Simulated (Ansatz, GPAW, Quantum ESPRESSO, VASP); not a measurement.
One structure in several programs: BaS (Fm-3m, 2 atoms in the cell)

Self-consistent single point.

```
BaS
1.0
    0.00000     3.19500     3.19500
    3.19500     0.00000     3.19500
    3.19500     3.19500     0.00000
Ba S
1 1
Cartesian
  0.00000   0.00000   0.00000
  3.19500   3.19500   3.19500
```

All programs got the same cell, k-point mesh and kind of occupations (in Ansatz's words: kpoints.mp_grid.grid = 7 7 7; scf.occupations.method = fermi_dirac; scf.occupations.width = 0.0007 Ry); potentials, basis and cutoffs are each program's usual ones.

```tsv
code	model	pressure (GPa)	gap on the mesh (eV)	cutoff
GPAW	PBE, GPAW PAW datasets PBE (gpaw-data 1.0.1)	1.17	2.193	550 eV
VASP	PBE, VASP's PBE PAW potentials (set 64)	–	2.169	300 eV
Ansatz	PBE, default PAW files	0.78	2.266	default
Quantum ESPRESSO	PBE, PSlibrary PAW (PBE) pseudopotentials	1.04	2.206	45 Ry
```

A dash marks a value that a program does not give, or that is left out as unsure.

Gaps are read on the mesh.

The spread over the programs that give each value: pressure within 0.39 GPa; gap on the mesh within 0.097 eV.

The starting cell has typed, rounded lattice constants, without a prior relaxation at this level.

Q: Why do the programs differ, and what cannot be compared?

A: Differences of this kind can come from the potentials, where these differ, and from what each basis and cutoff leave unconverged. The zero of total energies and Fermi levels follows the potentials and each program's conventions, so they are not compared here. Ansatz's pressure is given at a fixed set of plane waves, as the other plane-wave codes print theirs. Ansatz's smearing width was typed in Ry to four decimals, so it matches the others to a few per cent.

VASP's run is marked for a possible Pulay error in its stress at this cutoff; no cutoff test was made.

Left out of this page: ABINIT, CP2K, Elk, FLEUR and SIESTA (not drawn, or without a comparable value).

Ansatz is a quantum-chemistry and plane-wave program.

Keys are those of Ansatz 0.2.
